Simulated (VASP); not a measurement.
Here is the system:

```yaml
crystal:
  lattice:
    - [0.00000, 2.43500, 2.43500]
    - [2.43500, 0.00000, 2.43500]
    - [2.43500, 2.43500, 0.00000]
  atoms:
    - { symbol: Be, position: [0.00000, 0.00000, 0.00000] }
    - { symbol: S, position: [0.25000, 0.25000, 0.25000] }
```

Computed with PBEsol GGA, VASP's PBE PAW potentials (set 64) (plane waves; VASP). Run with 400 eV cut-off, 8×8×8 Γ-centred mesh, Gaussian smearing of 0.050 eV, potentials Be S.

**Question.** Estimate the energy per atom (σ→0), pressure, band gap (on the k-mesh) with the smallest direct gap where there is one.

**Answer.** 
```
Property                                      Value
-----------------------------------  --------------
band gap (on the k-mesh)                    2.95 eV
smallest direct gap (on the k-mesh)         5.59 eV
energy per atom (σ→0)                -5.280 eV/atom
pressure                                  -1.68 GPa
```

The compound is BeS in the zinc blende structure. The cell was not relaxed at this level. The run is one of a series of settings (GGA = PS against the base run), some of them coarse on purpose.
